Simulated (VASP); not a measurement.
The system is SnSe2.

```
CELL_PARAMETERS angstrom
3.81100 0.00000 0.00000
-1.90550 3.30042 0.00000
0.00000 0.00000 6.13600
ATOMIC_POSITIONS crystal
Sn 0.00000 0.00000 0.00000
Se 0.33333 0.66667 0.24900
Se 0.66667 0.33333 0.75100
```

- Program: VASP 6.6.1
- Task: relaxation of cell and atoms
- Functional: PBE
- Potentials or basis: VASP PAW PBE potentials, release 64 (Sn_d, Se)
- Cutoff: 600 eV
- k mesh: 9 × 9 × 5
- Occupations: gaussian, width 0.03 eV
- Spin: no spin polarisation

At the start: pressure 5.6 GPa; volume 25.73 Å³/atom.

Q: How do energy, volume and symmetry change on relaxing?

A: Over 17 steps the energy falls by 41.7 meV/atom and the volume is 30.01 Å³/atom (+16.7 %); space group P-3m1 (No. 164, to 0.05 Å).

Step by step:
```csv
step,energy change (eV),largest force (eV/Å),pressure (GPa),volume (Å³)
1,0.0000,0.8049,5.64,77.18
2,-0.0414,0.6304,-3.32,87.73
3,-0.1088,0.0663,-0.01,82.76
4,-0.1088,0.0515,0.11,82.65
5,-0.1100,0.0624,0.10,82.75
6,-0.1125,0.0960,0.14,83.06
7,-0.1122,0.1635,0.26,83.64
8,-0.1133,0.1240,0.19,83.32
9,-0.1143,0.1178,0.17,83.55
10,-0.1169,0.0986,0.10,84.24
11,-0.1208,0.0585,-0.01,85.62
12,-0.1232,0.0266,-0.14,88.41
13,-0.1245,0.0365,0.04,88.92
14,-0.1245,0.0586,0.37,89.81
15,-0.1248,0.0499,0.22,89.42
16,-0.1248,0.0604,-0.19,90.64
17,-0.1252,0.0051,0.01,90.03
```

Final structure:
```cif
data_structure
_symmetry_space_group_name_H-M 'P 1'
_symmetry_Int_Tables_number 1
_cell_length_a 3.8721
_cell_length_b 3.8721
_cell_length_c 6.9336
_cell_angle_alpha 90.000
_cell_angle_beta 90.000
_cell_angle_gamma 120.000
_cell_volume 90.03
loop_
_atom_site_label
_atom_site_type_symbol
_atom_site_fract_x
_atom_site_fract_y
_atom_site_fract_z
_atom_site_occupancy
Sn1 Sn 0.00000 0.00000 0.00000 1
Se1 Se 0.33333 0.66667 0.23023 1
Se2 Se 0.66667 0.33333 0.76977 1
```

Caveat: the volume moved by over 15 % at a fixed basis, so the end points are rough; this functional lacks dispersion, which binds the layers, so the pressure and a relaxed spacing across them are unreliable, and here the layers came unbound; the volume moved by +17 % from the deposited cell, more than functionals usually miss.
